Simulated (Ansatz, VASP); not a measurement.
Rb2BeRhF6 in VASP and in Ansatz

File INCAR:

```
SYSTEM = Rb2BeRhF6
PREC = Accurate ; ENCUT = 520
EDIFF = 1E-6 ; ISMEAR = -1
SIGMA = 0.05 ; LREAL = .FALSE.
LASPH = .TRUE. ; NELM = 80
ALGO = Normal ; ISIF = 2
LWAVE = .FALSE. ; LCHARG = .FALSE.
GGA = PE ; NBANDS = 50
```

Contents of KPOINTS:

```
Automatic mesh
0
G
  5 5 5
  0 0 0
```

POSCAR

```
Rb2BeRhF6
1.0
    0.0000000000      4.1833690000      4.1833690000
    4.1833690000      0.0000000000      4.1833690000
    4.1833690000      4.1833690000      0.0000000000
Be F Rh Rb
1 6 1 2
Direct
    0.5000000000      0.5000000000      0.5000000000
    0.7760000000      0.2240000000      0.2240000000
    0.2240000000      0.7760000000      0.2240000000
    0.2240000000      0.7760000000      0.7760000000
    0.7760000000      0.2240000000      0.7760000000
    0.2240000000      0.2240000000      0.7760000000
    0.7760000000      0.7760000000      0.2240000000
    0.0000000000      0.0000000000      0.0000000000
    0.2500000000      0.2500000000      0.2500000000
    0.7500000000      0.7500000000      0.7500000000
```

Input for Ansatz:

```yaml
crystal:
  lattice:
    - [0.0, 4.183369, 4.183369]
    - [4.183369, 0.0, 4.183369]
    - [4.183369, 4.183369, 0.0]
  atoms:
    - { symbol: Be, position: [0.5, 0.5, 0.5] }
    - { symbol: F, position: [0.776, 0.224, 0.224] }
    - { symbol: F, position: [0.224, 0.776, 0.224] }
    - { symbol: F, position: [0.224, 0.776, 0.776] }
    - { symbol: F, position: [0.776, 0.224, 0.776] }
    - { symbol: F, position: [0.224, 0.224, 0.776] }
    - { symbol: F, position: [0.776, 0.776, 0.224] }
    - { symbol: Rh, position: [0.0, 0.0, 0.0] }
    - { symbol: Rb, position: [0.25, 0.25, 0.25] }
    - { symbol: Rb, position: [0.75, 0.75, 0.75] }
  symmetry: { tolerance: 0.0003 }
kpoints:
  mp_grid: { grid: [5, 5, 5], shift: [0, 0, 0] }
magnetization:
  spin_polarized: false
scf:
  occupations: { method: fermi_dirac, width: 0.05 }
hamiltonian:
  pseudopotentials: { kind: paw }
  xc: pbe
basis:
  ecutwfc: 420
output:
  forces: true
  stress: true
  eigenvalues: true
```

The cell was built by a generator and needn't be a form met in nature.

Alike in both runs: task single point; functional PBE; k mesh 5 × 5 × 5; occupations fermi-dirac, width 0.05 eV; no spin polarisation.

```csv
,VASP,Ansatz
version,VASP 6.6.1,Ansatz 0.2.0
potentials or method,"VASP PAW PBE potentials, release 64 (Be, F, Rh_pv, Rb_sv)",PAW plane waves
plane-wave cutoff (eV),520,420
valence electrons in the cell,77,79
```

Ansatz gave:

```
gap on the k mesh at the Fermi level (eV) : none
pressure (GPa)                            : 13.5
rms of the force components (eV/Å)        : 1.850
```

Problem. Which values does VASP return?

Solution. gap on the k mesh at the Fermi level (eV): none; pressure (GPa): 13.6; rms of the force components (eV/Å): 1.892.

Atom by atom the forces differ by 0.042 eV/Å (rms over components). A gap of «none» marks a metal or a gap that the smearing closes. The two sets of potentials don't hold the same shells in valence.

Caveats: an odd number of electrons without spin polarisation forces a metal; a magnetic or distorted state may lie lower.
